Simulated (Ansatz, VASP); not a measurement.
One calculation of Al3Rh2, two programs

```xyz
5
Lattice="4.1399 0.0000 0.0000 -2.0699 3.5852 0.0000 0.0000 0.0000 5.2624" Properties=species:S:1:pos:R:3 pbc="T T T"
Al    0.0000    0.0000    3.8894
Al    0.0000    0.0000    1.3730
Al    2.0699    1.1951    0.0000
Rh    2.0699    1.1951    2.6312
Rh    0.0000    2.3902    0.0000
```

Change from the starting cell: species swapped into the Fe3Ge2 type (P-6m2, No. 187).

Alike in both runs: functional PBE; k mesh 12 × 12 × 8; occupations gaussian, width 0.1 eV; no spin polarisation.

Ansatz relaxed the structure, and its values are those at the end. VASP's run is a single point on that final structure, the one shown.

|  | VASP | Ansatz |
| --- | --- | --- |
| version | VASP 6.6.1 | Ansatz 0.2.0 |
| potentials or method | VASP PAW PBE potentials, release 64 (Al, Rh_pv) | scalar-relativistic, plane waves, PAW |
| plane-wave cutoff (eV) | 520 | 420 |
| valence electrons in the cell | 39 | 43 |

```tsv
	VASP	Ansatz	Ansatz less VASP
gap on the k mesh at the Fermi level (eV)	none	none	-
pressure (GPa)	0.0	0.0	-0.04
```

A gap of «none» marks a metal or a gap that the smearing closes. The two sets of potentials don't hold the same shells in valence.
